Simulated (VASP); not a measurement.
Consider the following.

```xyz
3
Lattice="3.5998 0.0000 0.0000 -1.7999 3.1175 0.0000 0.0000 0.0000 5.6432" Properties=species:S:1:pos:R:3 pbc="T T T"
Zr     0.0000     0.0000     0.0000
S      1.7999     1.0392     4.1922
S      0.0000     2.0783     1.4511
```

Method: LDA (Ceperley-Alder, Perdew-Zunger), VASP's LDA PAW potentials (set 64) (plane waves; VASP 6.6.1). Numerical set-up: 400 eV cut-off, Gaussian smearing of 0.050 eV, potentials Zr_sv S.

### Question
Give the energies of bands 7 to 15 at the high-symmetry points, in eV from the valence-band maximum.

### Answer

```
band      Γ      M      K      A      L      H
----  -----  -----  -----  -----  -----  -----
7     -5.10  -4.90  -3.96  -3.58  -5.05  -4.02
8     -3.11  -2.95  -3.87  -3.04  -3.80  -4.02
9     -3.11  -2.88  -3.87  -3.04  -3.02  -3.36
10    -0.25  -2.77  -2.44  -2.38  -2.67  -2.53
11    -0.25  -2.32  -2.44  -0.49  -1.09  -2.09
12     0.00  -1.55  -1.63  -0.49  -0.88  -2.09
13     1.28   0.69   1.98   1.22   0.46   2.13
14     1.28   3.16   3.04   1.22   3.15   2.55
15     1.97   3.53   3.04   2.44   3.52   2.55
```

The gap is indirect, 0.46 eV, from the valence maximum at Γ to the conduction minimum at L.

The structure comes from a computed database's ZrS2 entry (P-3m1); how it stands against other phases isn't given here. It was relaxed first, which changed the volume by -11 %.
